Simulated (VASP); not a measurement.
Consider the following.

```xyz
2
Lattice="0.0000 2.8325 2.8325 2.8325 0.0000 2.8325 2.8325 2.8325 0.0000" Properties=species:S:1:pos:R:3 pbc="T T T"
Ge     0.0000     0.0000     0.0000
Ge     1.4162     1.4162     1.4162
```

Calculation: r2SCAN meta-GGA, VASP's PBE PAW potentials (set 64) (plane waves; VASP). Run with 480 eV cut-off, 8×8×8 Γ-centred mesh, Gaussian smearing of 0.050 eV, potentials Ge_d.

### Question
What does the run give for the energy per atom (σ→0), band gap (on the k-mesh) with the smallest direct gap where there is one?

### Answer

```yaml
band gap (on the k-mesh): 0.37 eV
smallest direct gap (on the k-mesh): 0.37 eV
energy per atom (σ→0): -13.867 eV/atom
```

The absolute energy has meaning only against runs of the same code, potentials and settings.

The compound is Ge in the diamond structure. It was relaxed first.
